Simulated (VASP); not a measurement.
Level of theory: PBEsol GGA, VASP's PBE PAW potentials (set 64) (plane waves; VASP).

Gaps are without spin-orbit coupling.

```json
{
 "volume_per_atom": "12.85 Å³/atom",
 "band gap (over mesh and band path)": "5.70 eV",
 "smallest direct gap (over mesh and band path)": "6.00 eV"
}
```

Q: Which relaxed crystal gives these values?
A. HfO2, Fm-3m (225)
B. SiO2, P3_221 (154)
C. KCl, Fm-3m (225)
D. CeO2, Fm-3m (225)

A: B, SiO2, P3_221 (154)
